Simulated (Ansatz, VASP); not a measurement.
# RbH3Pb in two plane-wave programs, part 2 of 3

Wanted: the spread between two codes on one cell, functional and k mesh. The cell is generated by rule, not measured, and may not be a known phase. Of the first pair: The cell is taken from a series of runs on this material, whose earlier steps may have relaxed, scaled, displaced or heated it; both programs get it as it stands.

VASP 6.6.1 and Ansatz 0.2.0.

So far: The structure; Ansatz: relaxation of cell and atoms, PBEsol, pair 1.

## Step 3: VASP: relaxation of cell and atoms, PBEsol, pair 1

Level of this step: PBEsol; plane waves and PAW (Rb_sv, Pb_d, H); invented cell (VASP).

The same cell, functional and mesh now go to VASP, with its own data sets.

Lines of VASP's logs that name or quote its potential files are left out, and so is its time.

INCAR

```
SYSTEM = RbH3Pb
PREC = Accurate
ENCUT = 500
EDIFF = 1E-07
NELM = 120
ISMEAR = 0
SIGMA = 0.01
LREAL = .FALSE.
ALGO = Normal
GGA = PS
NBANDS = 19
LORBIT = 11
LWAVE = .FALSE.
LCHARG = .FALSE.
ISIF = 3
IBRION = 2
NSW = 80
EDIFFG = -0.005
LASPH = .TRUE.
GGA_COMPAT = .FALSE.
NELMIN = 4
EFERMI = MIDGAP
KPAR = 2
```

POSCAR

```
RbH3Pb
1.0
    4.4506420000      0.0000000000      0.0000000000
    0.0000000000      4.4506420000      0.0000000000
    0.0000000000      0.0000000000      4.7677410000
Rb Pb H
1 1 3
Direct
    0.0000000000      0.0000000000      0.0060242366
    0.5000000000      0.5000000000      0.4888143043
    0.5000000000      0.0000000000      0.5309619377
    0.5000000000      0.5000000000      0.8922825296
    0.0000000000      0.5000000000      0.5309619377
```

KPOINTS

```
Automatic mesh
0
Gamma
8 8 6
0 0 0
```

Potentials, in the order of the species: Rb_sv, Pb_d and H (PBE family, release 64).

Command:

```console
$ mpirun -np 2 vasp_std
```

Numbers of over 12 decimals in the logs are rounded to 6 here.

What it wrote:

```text
[banner, memory and clock lines left out]
running    2 mpi-ranks, on    1 nodes
 distrk:  each k-point on    1 cores,    2 groups
 distr:  one band on    1 cores,    1 groups

 POSCAR found type information on POSCAR RbPbH
 POSCAR found :  3 types and       5 ions
|                                                                             |
|               ----> ADVICE to this user running VASP <----                  |
|                                                                             |
|     You enforced a specific xc type in the INCAR file but a different       |
|     [... a line on the potential file left out ...]
|     I HOPE YOU KNOW WHAT YOU ARE DOING!                                     |
|                                                                             |

 LDA part: xc-table for (Slater+PW92), standard interpolation
 POSCAR, INCAR and KPOINTS ok, starting setup
 FFT: planning ... GRIDC
 FFT: planning ... GRID_SOFT
 FFT: planning ... GRID
 WAVECAR not read
 entering main loop
       N       E                     dE             d eps       ncg     rms          rms(c)
DAV:   1     0.208199385805E+03    0.20820E+03   -0.11965E+04  2280   0.129E+03
DAV:   2     0.178218868011E+01   -0.20642E+03   -0.19867E+03  2335   0.317E+02
DAV:   3    -0.147907417165E+02   -0.16573E+02   -0.16440E+02  2934   0.101E+02
DAV:   4    -0.154136146932E+02   -0.62287E+00   -0.62189E+00  3794   0.198E+01
DAV:   5    -0.154227887933E+02   -0.91741E-02   -0.91703E-02  2921   0.187E+00    0.458E+00
DAV:   6    -0.147434020501E+02    0.67939E+00   -0.71895E-01  3066   0.591E+00    0.230E+00
DAV:   7    -0.145649109745E+02    0.17849E+00   -0.69443E-01  3015   0.419E+00    0.851E-01
DAV:   8    -0.145674390574E+02   -0.25281E-02   -0.81222E-02  2937   0.238E+00    0.194E-01
DAV:   9    -0.145660553840E+02    0.13837E-02   -0.11114E-02  3140   0.953E-01    0.869E-02
DAV:  10    -0.145660881715E+02   -0.32788E-04   -0.10511E-03  2649   0.192E-01    0.260E-02
DAV:  11    -0.145661140121E+02   -0.25841E-04   -0.13645E-04  3266   0.919E-02    0.170E-02
DAV:  12    -0.145661071879E+02    0.68243E-05   -0.33553E-05  3013   0.327E-02    0.338E-03
DAV:  13    -0.145661079056E+02   -0.71778E-06   -0.28321E-06  2882   0.970E-03    0.940E-04
DAV:  14    -0.145661079996E+02   -0.93974E-07   -0.19772E-07  2392   0.277E-03
   1 F= -.14566108E+02 E0= -.14566108E+02  d E =-.145661E+02
 curvature:   0.00 expect dE= 0.000E+00 dE for cont linesearch  0.000E+00
 trial: gam= 0.00000 g(F)=  0.378E-04 g(S)=  0.343E-04 ort = 0.000E+00 (trialstep = 0.100E+01)
 search vector abs. value=  0.721E-04
 bond charge predicted
       N       E                     dE             d eps       ncg     rms          rms(c)
DAV:   1    -0.145663422722E+02   -0.23437E-03   -0.12912E-02  3332   0.115E+00    0.724E-02
DAV:   2    -0.145661817153E+02    0.16056E-03   -0.47565E-04  2942   0.282E-01    0.298E-02
DAV:   3    -0.145661496442E+02    0.32071E-04   -0.14510E-04  3279   0.150E-01    0.426E-03
DAV:   4    -0.145661508060E+02   -0.11618E-05   -0.80483E-06  3736   0.239E-02    0.252E-03
DAV:   5    -0.145661515178E+02   -0.71186E-06   -0.64489E-07  3790   0.758E-03    0.156E-03
DAV:   6    -0.145661518278E+02   -0.30994E-06   -0.87584E-08  1795   0.337E-03    0.521E-04
DAV:   7    -0.145661519129E+02   -0.85141E-07   -0.15427E-08  1359   0.137E-03
   2 F= -.14566152E+02 E0= -.14566152E+02  d E =-.439133E-04
 trial-energy change:   -0.000044  1 .order   -0.000043   -0.000072   -0.000014
 step:   1.2306(harm=  1.2500)  dis= 0.00118  next Energy=   -14.566154 (dE=-0.456E-04)
 bond charge predicted
       N       E                     dE             d eps       ncg     rms          rms(c)
DAV:   1    -0.145661639590E+02   -0.12131E-04   -0.68880E-04  3332   0.267E-01    0.167E-02
DAV:   2    -0.145661551251E+02    0.88339E-05   -0.25379E-05  2945   0.652E-02    0.687E-03
DAV:   3    -0.145661534617E+02    0.16634E-05   -0.77213E-06  3260   0.346E-02    0.991E-04
DAV:   4    -0.145661536870E+02   -0.22528E-06   -0.43890E-07  3327   0.558E-03    0.580E-04
DAV:   5    -0.145661538247E+02   -0.13776E-06   -0.29339E-08  1287   0.191E-03    0.350E-04
DAV:   6    -0.145661539049E+02   -0.80181E-07   -0.15160E-08  1260   0.155E-03
   3 F= -.14566154E+02 E0= -.14566154E+02  d E =-.459053E-04
 curvature:  -0.62 expect dE=-0.182E-05 dE for cont linesearch -0.406E-07
 trial: gam= 0.01054 g(F)=  0.130E-05 g(S)=  0.163E-05 ort = 0.217E-05 (trialstep = 0.105E+01)
 search vector abs. value=  0.298E-05
 reached required accuracy - stopping structural energy minimisation
```

Parts of OUTCAR (step 3):

```text
ion  position               nearest neighbor table
   1  0.000  0.000  0.006-   3 3.18   5 3.18   5 3.18   3 3.18   4 3.19   4 3.19   4 3.19   4 3.19
                             2 3.90   2 3.90   2 3.90   2 3.90   2 4.00   2 4.00   2 4.00   2 4.00
   2  0.500  0.500  0.489-   4 1.92   3 2.23   5 2.23   3 2.23   5 2.23   1 3.90   1 3.90   1 3.90
                             1 3.90   1 4.00   1 4.00   1 4.00   1 4.00
   3  0.500  0.000  0.531-   2 2.23   2 2.23   1 3.18   1 3.18
   4  0.500  0.500  0.892-   2 1.92   1 3.19   1 3.19   1 3.19   1 3.19
   5  0.000  0.500  0.531-   2 2.23   2 2.23   1 3.18   1 3.18

  LATTYP: Found a simple tetragonal cell.
 ALAT       =     4.4506420000
 C/A-ratio  =     1.0712479233

 Subroutine GETGRP returns: Found  8 space group operations
 (whereof  8 operations were pure point group operations)

The static configuration has the point symmetry C_4v.

 Found     60 irreducible k-points:

   k-points           NKPTS =     60   k-points in BZ     NKDIM =     60   number of bands    NBANDS=     19

   dimension x,y,z NGX =    32 NGY =   32 NGZ =   36
   dimension x,y,z NGXF=    64 NGYF=   64 NGZF=   72

   ENCUT  =  500.0 eV  36.75 Ry    6.06 a.u.   8.11  8.11  8.69*2*pi/ulx,y,z

   NELECT =      26.0000    total number of electrons

 k-points in reciprocal lattice and weights: Automatic mesh
   0.00000000  0.00000000  0.00000000       0.003
   0.12500000  0.00000000  0.00000000       0.010
   0.25000000  0.00000000  0.00000000       0.010
   0.37500000  0.00000000  0.00000000       0.010
   0.50000000  0.00000000  0.00000000       0.005
   0.12500000  0.12500000  0.00000000       0.010
   0.25000000  0.12500000  0.00000000       0.021
   0.37500000  0.12500000  0.00000000       0.021
   0.50000000  0.12500000  0.00000000       0.010
[...]
0.50000000  0.37500000  0.50000000       0.010
   0.50000000  0.50000000  0.50000000       0.003

 average (electrostatic) potential at core
       1 -37.4107       2 -94.3878       3 -32.9091       4 -33.3986       5 -32.9091

 E-fermi :   3.0874

 k-point     1 :       0.0000    0.0000    0.0000
  band No.  band energies     occupation
    ...
      9      -9.3182      2.00000
     10      -7.4728      2.00000
     11       0.2347      2.00000
     12       0.7543      2.00000
     13       2.4340      2.00000
     14       3.4289      0.00000
     15       3.4289      0.00000
     16       3.7651      0.00000
     17       7.3714      0.00000
     18       7.9854      0.00000
    ...

 k-point     2 :       0.1250    0.0000    0.0000
  band No.  band energies     occupation
    ...
      9      -9.3143      2.00000
     10      -7.3580      2.00000
     11       0.0219      2.00000
     12       0.4119      2.00000
     13       2.0887      2.00000
     14       3.3349      0.00000
     15       3.4399      0.00000
     16       5.1419      0.00000
     17       7.2805      0.00000
     18       7.7866      0.00000
    ...

 k-point     3 :       0.2500    0.0000    0.0000
  band No.  band energies     occupation
    ...
      9      -9.3048      2.00000
     10      -7.0661      2.00000
     11      -1.1010      2.00000
     12       0.4169      2.00000
     13       2.0228      2.00000
     14       3.4618      0.00000
     15       3.6220      0.00000
     16       6.6234      0.00000
     17       6.8816      0.00000
     18       7.7844      0.00000
    ...

  Total       -0.0091424     -0.0091424      0.0013267      0.0000000      0.0000000      0.0000000
  in kB       -0.1552792     -0.1552792      0.0225334      0.0000000      0.0000000      0.0000000
  external PRESSURE =      -0.0960083 kB  Pullay stress =       0.0000000 kB

  energy-cutoff  :      500.00
  volume of cell :       94.33
      direct lattice vectors                 reciprocal lattice vectors
     4.449356211  0.000000000  0.000000000     0.224751616  0.000000000  0.000000000
     0.000000000  4.449356211  0.000000000     0.000000000  0.224751616 -0.000000000
     0.000000000  0.000000000  4.764983965     0.000000000 -0.000000000  0.209864295

 POSITION                                       TOTAL-FORCE (eV/Angst)
 -----------------------------------------------------------------------------------
      0.00000      0.00000      0.02868         0.000000      0.000000      0.002029
      2.22468      2.22468      2.33037         0.000000     -0.000000     -0.003551
      2.22468      4.44936      2.53004         0.000000      0.000000      0.001763
      2.22468      2.22468      4.25054         0.000000     -0.000000     -0.002005
      0.00000      2.22468      2.53004         0.000000      0.000000      0.001763
 -----------------------------------------------------------------------------------
    total drift:                                0.000000     -0.000000     -0.000457

  FREE ENERGIE OF THE ION-ELECTRON SYSTEM (eV)
  ---------------------------------------------------
  free  energy   TOTEN  =       -14.5661539049 eV

  energy  without entropy=      -14.5661539049  energy(sigma->0) =      -14.56615390

 reached required accuracy - stopping structural energy minimisation

 total charge
# of ion       s       p       d       tot
------------------------------------------
    1        1.938   5.344   0.022   7.304
    2        1.378   0.812   9.834  12.024
    3        0.476   0.005   0.000   0.481
    4        0.491   0.006   0.000   0.498
    5        0.476   0.005   0.000   0.481
--------------------------------------------------
tot          4.760   6.172   9.856  20.788

[... 3 further parts left out ...]
```

CONTCAR:

```
RbH3Pb
   1.00000000000000
     4.4493562109463696    0.0000000000000000    0.0000000000000000
     0.0000000000000000    4.4493562109463696    0.0000000000000000
     0.0000000000000000    0.0000000000000000    4.7649839652034389
  Rb              Pb              H
     1     1     3
Direct
     0.0000000000000000    0.0000000000000000    0.0060188529404449
     0.5000000000000000    0.5000000000000000    0.4890611498562813
     0.5000000000000000    1.0000000000000000    0.5309641505753931
     0.5000000000000000    0.5000000000000000    0.8920366419524863
     0.0000000000000000    0.5000000000000000    0.5309641505753931
```

The run keeps the 8 symmetry operations of its start, so it cannot find a distortion of lower symmetry.

## Step 4: Comparison

Known differences besides the potentials themselves: fixed occupations in Ansatz, narrow Gaussian smearing in VASP; the cutoff is 420 eV in Ansatz and 500 eV in VASP; Ansatz makes its cores anew for this functional, VASP keeps those of its PBE data sets; Ansatz adds a Pulay correction to the stress that steers its cell, VASP none. Total energies have different zeros and are not compared.

The two programs side by side:

```csv
quantity,Ansatz,VASP,difference
volume (Å³),94.61,94.33,+0.30 %
"edge a after relaxation, in the typed setting (Å)",4.452,4.449,+0.07 %
"edge c after relaxation, in the typed setting (Å)",4.772,4.765,+0.16 %
```

## Step 5: Ansatz: relaxation of cell and atoms, PBEsol, pair 2

The relaxed volume is the usual yardstick between codes: in a stiff, nearly cubic crystal its relative difference is about their pressure difference at one cell divided by the bulk modulus. Its start cell is another than that of the pair before, and may be another structure of the material.

The cell is taken from a series of runs on this material, whose earlier steps may have relaxed, scaled, displaced or heated it; both programs get it as it stands.

input.yaml

```yaml
crystal:
  lattice:
    - [4.4375738302, 0.0, 0.0]
    - [0.0, 3.4932811369, 3.1536326729]
    - [0.0, -3.4932811369, 3.1536326729]
  atoms:
    - { symbol: Rb, position: [0.0, 0.0076240317, 0.0076240317] }
    - { symbol: Pb, position: [0.5, 0.4911264339, 0.4911264339] }
    - { symbol: H, position: [0.5, 0.5192340606, 0.9038442075] }
    - { symbol: H, position: [0.5, 0.9038442075, 0.5192340606] }
    - { symbol: H, position: [0.0, 0.5276979993, 0.5276979993] }
kpoints:
  mp_grid: { grid: [6, 6, 6] }
hamiltonian:
  xc: pbesol
  pseudopotentials: { kind: paw, azcp: { folder: soft_1 }, xc_functional: pbe }
scf:
  occupations: { method: fixed }
output:
  forces: true
  stress: true
  eigenvalues: true
relax:
  adjacent_minimum: "off"
  f_tol: 0.001
  max_steps: 60
  cell: { stress_tol: 0.01 }
```

Command:

```console
$ ansatz run input.yaml --threads 4 --pin off --max-ram 16384MiB --backend cpu --events-out ev --progress --plain --runs-dir out
```

What it wrote:

```text
[...]
Crystal: 5 atoms, lattice volume = 97.773 Å³
Basis set: ecut = 420 eV, 1907 PW (Γ), exchange–correlation on 60×64×64 points (8 copies of the dense FFT grid, shifted against one another)
Bands: 18, of which v1, the nominal top of the filled ones, is band 13 counted from 1 (12 counted from 0)
Symmetry: 4 space group operations
[...]
k-points: 52 of 216 (time reversal used)
[...]
cell:  # Å, volume = 98.4435 Å³
    - [4.437499, 0.0, 0.0]
    - [0.0, 3.521129, 3.150190]
    - [0.0, -3.521129, 3.150190]
  atoms:
    - { symbol: Rb, position: [0, 0.00621343, 0.00621343] }
    - { symbol: Pb, position: [0.5, 0.490401, 0.490401] }
    - { symbol: H, position: [0.5, 0.520429, 0.901042] }
    - { symbol: H, position: [0.5, 0.901042, 0.520429] }
    - { symbol: H, position: [0, 0.531442, 0.531442] }
[key lines of the parts left out:]
SCF converged after 6 iterations
Free energy (F): -15020.832970 eV
Fermi energy:    4.974911 eV
P = ⅓ Tr σ = 0.0025 GPa (0.025 kbar)
```

## Step 6: VASP: relaxation of cell and atoms, PBEsol, pair 2

The same cell, functional and mesh now go to VASP, with its own data sets.

INCAR is that of step 3.

POSCAR

```
RbH3Pb
1.0
    4.4375740000      0.0000000000      0.0000000000
    0.0000000000      3.4932810000      3.1536330000
    0.0000000000     -3.4932810000      3.1536330000
Rb Pb H
1 1 3
Direct
    0.0000000000      0.0076240641      0.0076240641
    0.5000000000      0.4911264247      0.4911264247
    0.5000000000      0.5192340130      0.9038440687
    0.5000000000      0.9038440687      0.5192340130
    0.0000000000      0.5276978964      0.5276978964
```

KPOINTS

```
Automatic mesh
0
Gamma
6 6 6
0 0 0
```

Command:

```console
$ mpirun -np 2 vasp_std
```

What it wrote:

```text
[banner, memory and clock lines left out]
running    2 mpi-ranks, on    1 nodes
[...]
[... a notice as in an earlier step ...]

 LDA part: xc-table for (Slater+PW92), standard interpolation
 POSCAR, INCAR and KPOINTS ok, starting setup
[...]
entering main loop
       N       E                     dE             d eps       ncg     rms          rms(c)
DAV:   1     0.207032075074E+03    0.20703E+03   -0.11874E+04  1976   0.128E+03
DAV:   2     0.229856587073E+01   -0.20473E+03   -0.19784E+03  2013   0.316E+02
DAV:   3    -0.148127319071E+02   -0.17111E+02   -0.17001E+02  2523   0.102E+02
DAV:   4    -0.154746089940E+02   -0.66188E+00   -0.66092E+00  3369   0.204E+01
[...]
DAV:  13    -0.146231743023E+02   -0.94482E-06   -0.25405E-06  2549   0.868E-03    0.110E-03
DAV:  14    -0.146231744802E+02   -0.17792E-06   -0.25463E-07  2180   0.305E-03    0.810E-04
DAV:  15    -0.146231744636E+02    0.16603E-07   -0.51560E-08  1784   0.144E-03
   1 F= -.14623174E+02 E0= -.14623174E+02  d E =-.146232E+02
[... from here on, the cycles between the ionic steps are left out ...]
   2 F= -.14623246E+02 E0= -.14623246E+02  d E =-.717989E-04
   3 F= -.14623387E+02 E0= -.14623387E+02  d E =-.212648E-03
   4 F= -.14623329E+02 E0= -.14623329E+02  d E =-.154881E-03
   5 F= -.14623418E+02 E0= -.14623418E+02  d E =-.243209E-03
   6 F= -.14623478E+02 E0= -.14623478E+02  d E =-.602577E-04
   7 F= -.14623570E+02 E0= -.14623570E+02  d E =-.152147E-03
   8 F= -.14623572E+02 E0= -.14623572E+02  d E =-.154540E-03
   9 F= -.14623641E+02 E0= -.14623641E+02  d E =-.686671E-04
  10 F= -.14623713E+02 E0= -.14623713E+02  d E =-.140403E-03
  11 F= -.14623725E+02 E0= -.14623725E+02  d E =-.120086E-04
  12 F= -.14623735E+02 E0= -.14623735E+02  d E =-.221976E-04
[...]
reached required accuracy - stopping structural energy minimisation
```

From OUTCAR (step 6):

```text
  Total       -0.0001458     -0.0083940     -0.0029662      0.0000000      0.0000000      0.0000000
  in kB       -0.0023825     -0.1371889     -0.0484778      0.0000000      0.0000000      0.0000000
  external PRESSURE =      -0.0626831 kB  Pullay stress =       0.0000000 kB

 POSITION                                       TOTAL-FORCE (eV/Angst)
 -----------------------------------------------------------------------------------
      0.00000      0.00000      0.04455         0.000000     -0.000000     -0.004303
      2.21615      0.00000      3.08838         0.000000     -0.000000      0.001341
      2.21615     -1.34016      4.47601         0.000000      0.000901      0.000953
      2.21615      1.34016      4.47601         0.000000     -0.000901      0.000953
      0.00000      0.00000      3.34847         0.000000     -0.000000      0.001057
 -----------------------------------------------------------------------------------
    total drift:                                0.000000      0.000000      0.000353

  FREE ENERGIE OF THE ION-ELECTRON SYSTEM (eV)
  ---------------------------------------------------
  free  energy   TOTEN  =       -14.6237348132 eV

  energy  without entropy=      -14.6237348132  energy(sigma->0) =      -14.62373481

[... 1 part as in an earlier step ...]

[... 3 further parts left out ...]
[key lines of the parts left out:]
E-fermi :   2.6011
```

The run keeps the 4 symmetry operations of its start, so it cannot find a distortion of lower symmetry.

## Step 7: Comparison

Compared:

```csv
quantity,Ansatz,VASP,difference
volume (Å³),98.44,98.03,+0.42 %
"edge a after relaxation, in the typed setting (Å)",4.438,4.432,+0.12 %
"edge b after relaxation, in the typed setting (Å)",4.725,4.717,+0.17 %
```

[end of part 2 of 3]

[Lines on the potential files, build, host, timing and source positions are cut from VASP's logs without a mark.]

[Logs are printed without paths, hosts, clocks, repeated set-up lines and the standing remarks that a program may print on its own settings, such as how far it seeks lower states.]

[Hosts, paths, dates, database ids (printed as entryN), source tags and the programs' standing remarks are cut or masked in the printed files.]
